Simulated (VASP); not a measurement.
Consider the following.

```
YN
1.0
    0.00000     2.42776     2.42776
    2.42776     0.00000     2.42776
    2.42776     2.42776     0.00000
Y N
1 1
Direct
  0.00000   0.00000   0.00000
  0.50000   0.50000   0.50000
```

The numbers are results of PBEsol GGA, VASP's PBE PAW potentials (set 64) (plane waves; VASP 6.6.1), not measurements. Run with 520 eV cut-off, Gaussian smearing of 0.050 eV, potentials Y_sv N.

### Question
Predict the band gap (along the path) with the smallest direct gap where there is one.

### Answer

| Property | Result |
|---|---|
| band gap (along the path) | 0.07 eV |
| smallest direct gap (along the path) | 0.44 eV |

Total energies compare only between runs with the same potentials, cut-off and functional.

The compound is YN in the rock salt structure. It was relaxed first.
